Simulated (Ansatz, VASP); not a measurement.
# BN: VASP beside Ansatz, part 2 of 3

One calculation is typed for both programs; each brings its own data sets. How far apart do they land? The cell is taken from a series of runs on this material, whose earlier steps may have relaxed, scaled, displaced or heated it; both programs get it as it stands.

VASP 6.6.1 and Ansatz 0.2.0.

So far: The starting structure; Ansatz: zone-centre phonons, LDA.

## Step 3: VASP: zone-centre phonons, LDA

Level of this step: LDA; plane waves and PAW (B, N) (VASP).

The same cell, functional (in two slightly different forms) and mesh now go to VASP, with its own data sets.

Lines of VASP's logs that name or quote its potential files are left out, and so is its time.

The input, INCAR:

```
SYSTEM = BN
PREC = Accurate
ENCUT = 600
EDIFF = 1E-08
NELM = 120
ISMEAR = 0
SIGMA = 0.01
LREAL = .FALSE.
ALGO = Normal
GGA = PW92
NBANDS = 14
LORBIT = 11
LWAVE = .FALSE.
LCHARG = .FALSE.
ISIF = 2
IBRION = 8
LEPSILON = .TRUE.
LASPH = .TRUE.
GGA_COMPAT = .FALSE.
EFERMI = MIDGAP
KPAR = 2
```

The input, POSCAR:

```
BN
1.0
    2.4879195386      0.0000000000      0.0000000000
   -1.2439597693      2.1546015230      0.0000000000
    0.0000000000      0.0000000000      6.4153558603
B N
2 2
Direct
    0.3333333334      0.6666666668      0.2500000000
    0.6666666668      0.3333333334      0.7500000000
    0.3333333334      0.6666666668      0.7500000000
    0.6666666668      0.3333333334      0.2500000000
```

The input, KPOINTS:

```
Automatic mesh
0
Gamma
9 9 4
0 0 0
```

The projector-augmented-wave data sets are B and N (LDA family, release 64).

Started as:

```
> mpirun -np 2 vasp_std
```

Log:

```text
[banner, memory and clock lines left out]
running    2 mpi-ranks, on    1 nodes
 distrk:  each k-point on    1 cores,    2 groups
 distr:  one band on    1 cores,    1 groups

 POSCAR found type information on POSCAR B N
 POSCAR found :  2 types and       4 ions
|                                                                             |
|               ----> ADVICE to this user running VASP <----                  |
|                                                                             |
|     You enforced a specific xc type in the INCAR file but a different       |
|     [... a line on the potential file left out ...]
|     I HOPE YOU KNOW WHAT YOU ARE DOING!                                     |
|                                                                             |

 LDA part: xc-table for (Slater(with rela. corr.)+PW92), standard interpolation
 POSCAR, INCAR and KPOINTS ok, starting setup
 FFT: planning ... GRIDC
 FFT: planning ... GRID_SOFT
 FFT: planning ... GRID
 WAVECAR not read
 entering main loop
       N       E                     dE             d eps       ncg     rms          rms(c)
DAV:   1     0.576606845919E+02    0.57661E+02   -0.89464E+03  1008   0.119E+03
DAV:   2    -0.390927559378E+02   -0.96753E+02   -0.87184E+02  1356   0.248E+02
DAV:   3    -0.426784500430E+02   -0.35857E+01   -0.35697E+01  1338   0.483E+01
DAV:   4    -0.427028725378E+02   -0.24422E-01   -0.24418E-01  1164   0.452E+00
DAV:   5    -0.427031456608E+02   -0.27312E-03   -0.27304E-03  1338   0.447E-01    0.112E+01
DAV:   6    -0.391168903389E+02    0.35863E+01   -0.70227E+00  1146   0.208E+01    0.488E+00
DAV:   7    -0.387494640942E+02    0.36743E+00   -0.51353E-01  1260   0.548E+00    0.297E+00
DAV:   8    -0.386336452342E+02    0.11582E+00   -0.30177E-01  1212   0.390E+00    0.431E-01
DAV:   9    -0.386291976993E+02    0.44475E-02   -0.15572E-02  1170   0.100E+00    0.182E-01
DAV:  10    -0.386291623498E+02    0.35349E-04   -0.66588E-04  1206   0.216E-01    0.242E-02
DAV:  11    -0.386291750857E+02   -0.12736E-04   -0.27126E-05  1194   0.459E-02    0.178E-02
DAV:  12    -0.386291746698E+02    0.41593E-06   -0.62634E-06  1176   0.195E-02    0.123E-03
DAV:  13    -0.386291746506E+02    0.19186E-07   -0.32679E-07  1254   0.423E-03    0.467E-04
DAV:  14    -0.386291746555E+02   -0.49181E-08   -0.31334E-09   882   0.487E-04
   1 F= -.38629175E+02 E0= -.38629175E+02  d E =0.000000E+00
 Linear response reoptimize wavefunctions to high precision
DAV:   1    -0.386291746556E+02   -0.74806E-10   -0.42876E-10   852   0.182E-04
 Linear response G [H, r] |phi>, progress :
  Direction:   1
       N       E                     dE             d eps       ncg     rms
RMM:   1    -0.578369550825E+02   -0.57837E+02    0.47020E+01  2117   0.678E+01
RMM:   2    -0.573815749278E+02    0.45538E+00   -0.25098E+00  1673   0.131E+01
RMM:   3    -0.574022341500E+02   -0.20659E-01   -0.22195E-02  1839   0.109E+00
RMM:   4    -0.574028874204E+02   -0.65327E-03   -0.26967E-04  1877   0.131E-01
RMM:   5    -0.574029023298E+02   -0.14909E-04   -0.15293E-05  1875   0.202E-02
RMM:   6    -0.574029030249E+02   -0.69514E-06   -0.78832E-06  1853   0.438E-03
RMM:   7    -0.574029030408E+02   -0.15852E-07   -0.77205E-06  1721   0.217E-03
RMM:   8    -0.574029030382E+02    0.25428E-08   -0.76534E-06  1341   0.183E-03
RMM:   9    -0.574029030701E+02   -0.31926E-07   -0.80586E-06  1240   0.179E-03
RMM:  10    -0.574029030689E+02    0.12549E-08   -0.88150E-06  1142   0.178E-03
RMM:  11    -0.574029030909E+02   -0.22059E-07   -0.14002E-05  1101   0.178E-03
 Linear response G [H, r] |phi>, progress :
  Direction:   2
       N       E                     dE             d eps       ncg     rms
RMM:   1    -0.613760719904E+02   -0.61376E+02   -0.19097E+01  2047   0.643E+01
RMM:   2    -0.608991200798E+02    0.47695E+00   -0.17373E+00  1686   0.109E+01
RMM:   3    -0.609125652347E+02   -0.13445E-01   -0.16732E-02  1803   0.888E-01
RMM:   4    -0.609128528163E+02   -0.28758E-03   -0.20539E-04  1848   0.103E-01
RMM:   5    -0.609128583326E+02   -0.55163E-05   -0.12501E-05  1852   0.149E-02
RMM:   6    -0.609128585820E+02   -0.24940E-06   -0.76578E-06  1839   0.321E-03
RMM:   7    -0.609128585900E+02   -0.79722E-08   -0.76060E-06  1652   0.171E-03
RMM:   8    -0.609128585917E+02   -0.17801E-08   -0.75843E-06  1284   0.150E-03
RMM:   9    -0.609128585914E+02    0.38004E-09   -0.76428E-06  1180   0.149E-03
RMM:  10    -0.609128586122E+02   -0.20880E-07   -0.67799E-06  1085   0.149E-03
RMM:  11    -0.609128586008E+02    0.11408E-07    0.99388E-06  1089   0.149E-03
 Linear response G [H, r] |phi>, progress :
  Direction:   3
       N       E                     dE             d eps       ncg     rms
RMM:   1    -0.562955549334E+02   -0.56296E+02    0.10529E+02  1872   0.778E+01
RMM:   2    -0.586680760534E+02   -0.23725E+01   -0.18967E+00  1576   0.957E+00
[...]
Linear response to external field (no local field effect), progress :
  Direction:   3
       N       E                     dE             d eps       ncg     rms          rms(c)
RMM:   1    -0.212815811273E+00   -0.21282E+00   -0.56990E-01  1928   0.237E+00
RMM:   2    -0.216269370073E+00   -0.34536E-02   -0.28352E-03  1641   0.339E-01
RMM:   3    -0.216293536876E+00   -0.24167E-04   -0.25989E-05  1699   0.233E-02
[...]
RMM:   2    -0.216269348882E+00   -0.34535E-02   -0.28349E-03  1641   0.339E-01    0.663E-01
RMM:   3    -0.192032763517E+00    0.24237E-01   -0.18638E-02  1500   0.824E-01    0.339E-01
RMM:   4    -0.192881644486E+00   -0.84888E-03   -0.17342E-02  1610   0.771E-01    0.951E-02
RMM:   5    -0.195649043108E+00   -0.27674E-02   -0.38104E-04  1648   0.121E-01    0.861E-03
RMM:   6    -0.195780409798E+00   -0.13137E-03   -0.15854E-05  1721   0.181E-02    0.413E-03
RMM:   7    -0.195862800004E+00   -0.82390E-04   -0.63107E-07  1696   0.423E-03    0.982E-04
RMM:   8    -0.195870989825E+00   -0.81898E-05   -0.79745E-08  1680   0.149E-03    0.293E-04
RMM:   9    -0.195868792241E+00    0.21976E-05   -0.62254E-09  1668   0.440E-04    0.190E-05
RMM:  10    -0.195868974646E+00   -0.18240E-06   -0.10278E-09  1115   0.690E-05    0.805E-06
 change of polarisation eV/A/(eV/A) component  3 :    -0.030    -0.037     0.365
 dielectric tensor                  component  3 :    -0.156    -0.193     2.919
 Linear response DOF=           4
 Linear response progress:
  Degree of freedom:   1/  4
       N       E                     dE             d eps       ncg     rms          rms(c)
RMM:   1    -0.559169139909E-01   -0.55917E-01   -0.66684E-02  7868   0.156E+00
RMM:   2    -0.423217397863E-01    0.13595E-01   -0.21569E-03  5595   0.322E-01    0.221E-01
RMM:   3    -0.418927202868E-01    0.42902E-03    0.29708E-04  5588   0.139E-01    0.121E-01
RMM:   4    -0.422261222576E-01   -0.33340E-03    0.20853E-04  5401   0.143E-01    0.137E-02
RMM:   5    -0.422927609152E-01   -0.66639E-04   -0.23270E-05  5938   0.174E-02    0.145E-03
RMM:   6    -0.422917463432E-01    0.10146E-05   -0.28397E-06  6042   0.156E-03    0.712E-04
RMM:   7    -0.422870593368E-01    0.46870E-05   -0.36418E-06  5852   0.931E-04    0.837E-05
RMM:   8    -0.422874595038E-01   -0.40017E-06   -0.72760E-07  6129   0.185E-04    0.353E-05
RMM:   9    -0.422874261624E-01    0.33341E-07   -0.10897E-06  6215   0.588E-05    0.650E-06
RMM:  10    -0.422874451325E-01   -0.18970E-07   -0.51982E-07  6167   0.360E-05    0.120E-06
RMM:  11    -0.422874413340E-01    0.37985E-08   -0.55609E-07  5374   0.275E-05    0.176E-07
RMM:  12    -0.422874396565E-01    0.16775E-08   -0.54187E-07  3834   0.259E-05    0.742E-08
 first order change of Fermi-energy   0.23316E-04
 force on displaced ion       1 direction 1 : -42.985   0.008   0.000
 Born effective charge ion    1 direction 1 :   2.705   0.000   0.000
 Linear response progress:
  Degree of freedom:   2/  4
       N       E                     dE             d eps       ncg     rms          rms(c)
RMM:   1    -0.474383757454E-01   -0.47438E-01    0.43454E-02  2457   0.128E+00
RMM:   2    -0.476801227524E-01   -0.24175E-03   -0.60234E-04  1911   0.165E-01    0.147E-01
RMM:   3    -0.474467618622E-01    0.23336E-03   -0.23227E-04  1867   0.496E-02    0.867E-02
RMM:   4    -0.474008036409E-01    0.45958E-04   -0.38926E-04  1897   0.516E-02    0.768E-03
RMM:   5    -0.473165285826E-01    0.84275E-04   -0.83936E-05  1994   0.129E-02    0.163E-03
RMM:   6    -0.472991343335E-01    0.17394E-04   -0.21233E-06  2082   0.210E-03    0.562E-04
RMM:   7    -0.472969373286E-01    0.21970E-05    0.15602E-06  2110   0.544E-04    0.161E-04
RMM:   8    -0.472971840250E-01   -0.24670E-06   -0.12808E-06  2103   0.201E-04    0.336E-05
RMM:   9    -0.472972365470E-01   -0.52522E-07   -0.12873E-08  2137   0.591E-05    0.994E-06
RMM:  10    -0.472972436960E-01   -0.71490E-08   -0.98736E-08  2209   0.309E-05    0.198E-06
 first order change of Fermi-energy   0.23888E-03
 force on displaced ion       1 direction 3 :   0.000  -0.000 -13.736
 Born effective charge ion    1 direction 3 :   0.000  -0.000   0.838
 Linear response progress:
  Degree of freedom:   3/  4
       N       E                     dE             d eps       ncg     rms          rms(c)
RMM:   1    -0.239085931143E+00   -0.23909E+00    0.12912E-01  6550   0.333E+00
RMM:   2    -0.229887332271E+00    0.91986E-02   -0.35750E-03  5626   0.482E-01    0.284E-01
RMM:   3    -0.230701728092E+00   -0.81440E-03   -0.10909E-03  5307   0.222E-01    0.151E-01
RMM:   4    -0.233079588687E+00   -0.23779E-02   -0.10359E-03  5023   0.213E-01    0.255E-02
RMM:   5    -0.233097061658E+00   -0.17473E-04   -0.19434E-05  6157   0.352E-02    0.168E-03
RMM:   6    -0.233104108148E+00   -0.70465E-05    0.13905E-06  6207   0.302E-03    0.955E-04
RMM:   7    -0.233098605994E+00    0.55022E-05    0.47116E-06  6138   0.732E-04    0.127E-04
RMM:   8    -0.233101182869E+00   -0.25769E-05   -0.17487E-07  5904   0.272E-04    0.233E-05
RMM:   9    -0.233101335580E+00   -0.15271E-06    0.31694E-07  6362   0.108E-04    0.373E-06
RMM:  10    -0.233101266609E+00    0.68971E-07    0.93346E-08  6148   0.675E-05    0.115E-06
RMM:  11    -0.233101284213E+00   -0.17604E-07   -0.14795E-08  5182   0.612E-05    0.432E-07
RMM:  12    -0.233101277808E+00    0.64055E-08    0.27095E-08  4314   0.603E-05    0.132E-07
 first order change of Fermi-energy   0.16911E-03
 force on displaced ion       3 direction 1 : -43.070   0.003   0.000
 Born effective charge ion    3 direction 1 :  -2.706   0.001   0.000
 Linear response progress:
  Degree of freedom:   4/  4
       N       E                     dE             d eps       ncg     rms          rms(c)
RMM:   1    -0.263496976170E+00   -0.26350E+00    0.15375E-01  2185   0.296E+00
RMM:   2    -0.263864590631E+00   -0.36761E-03   -0.12474E-03  1890   0.257E-01    0.197E-01
RMM:   3    -0.264026078679E+00   -0.16149E-03   -0.15784E-03  1798   0.227E-01    0.872E-02
RMM:   4    -0.265047887138E+00   -0.10218E-02   -0.69517E-04  1855   0.150E-01    0.146E-02
RMM:   5    -0.265075567180E+00   -0.27680E-04   -0.18910E-05  2033   0.246E-02    0.320E-03
RMM:   6    -0.265107892046E+00   -0.32325E-04   -0.48597E-08  2051   0.522E-03    0.108E-03
RMM:   7    -0.265090094143E+00    0.17798E-04   -0.23849E-07  1893   0.211E-03    0.133E-04
RMM:   8    -0.265089906209E+00    0.18793E-06    0.18221E-08  2162   0.357E-04    0.213E-05
RMM:   9    -0.265090256026E+00   -0.34982E-06    0.26843E-08  2038   0.923E-05    0.991E-06
RMM:  10    -0.265090349337E+00   -0.93311E-07    0.16991E-08  2200   0.658E-05    0.942E-07
RMM:  11    -0.265090339602E+00    0.97342E-08    0.58927E-08  1710   0.557E-05    0.420E-07
 first order change of Fermi-energy   0.98422E-05
 force on displaced ion       3 direction 3 :   0.000   0.000 -13.953
 Born effective charge ion    3 direction 3 :   0.000   0.000  -0.837
 Born effective charges drift removed
 Linear response finished
```

(Continued in part 3 of 3.)

[Lines on the potential files, build, host, timing and source positions are cut from VASP's logs without a mark.]

[Logs are printed without paths, hosts, clocks, repeated set-up lines and the standing remarks that a program may print on its own settings, such as how far it seeks lower states.]

[Hosts, paths, dates, database ids (printed as entryN), source tags and the programs' standing remarks are cut or masked in the printed files.]
